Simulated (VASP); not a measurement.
Consider the following.

```
FeNi3
1.0
    3.55149     0.00000     0.00000
    0.00000     3.51222     0.00000
    0.00000     0.00000     3.61517
Fe Ni
1 3
Cartesian
  0.00000   0.00000   0.00000
  0.00000   1.75611   1.80759
  1.77574   0.00000   1.80759
  1.83404   1.75611   0.00000
```
Starting moments (μB, in the order of the record's atoms Fe Ni Ni Ni): 3.0 0.7 0.7 0.7.

All values below come from PBE GGA with D4 dispersion, VASP's PBE PAW potentials (set 64) (plane waves; VASP). Numerical set-up: 400 eV cut-off, 8×8×8 Γ-centred mesh, first-order Methfessel-Paxton smearing of 0.10 eV, potentials Fe Ni.

Question: Predict the cell moment, energy per atom (σ→0), pressure, largest force, band gap (on the k-mesh) with the smallest direct gap where there is one.

Answer: 
```yaml
band gap (on the k-mesh): none (metal, semimetal or under 0.01 eV)
cell_moment: 4.85 μB
energy per atom (σ→0): -6.661 eV/atom
pressure: -8.10 GPa
largest_force: 0.00843 Ha/bohr
```

Question: Give the moment on each site (PAW-sphere projection).

Answer: 
| site | moment (μB) |
|---|---|
| Fe1 | 2.93 |
| Ni2 | 0.65 |
| Ni3 | 0.64 |
| Ni4 | 0.67 |

Only differences to runs with the same potentials and settings are physical.

The compound is Ni3Fe in the L1_2 structure. The cell was not relaxed at this level, atoms are displaced from their ideal sites. The run is one of a series of settings (IVDW = 13 against the base run), some of them coarse on purpose.
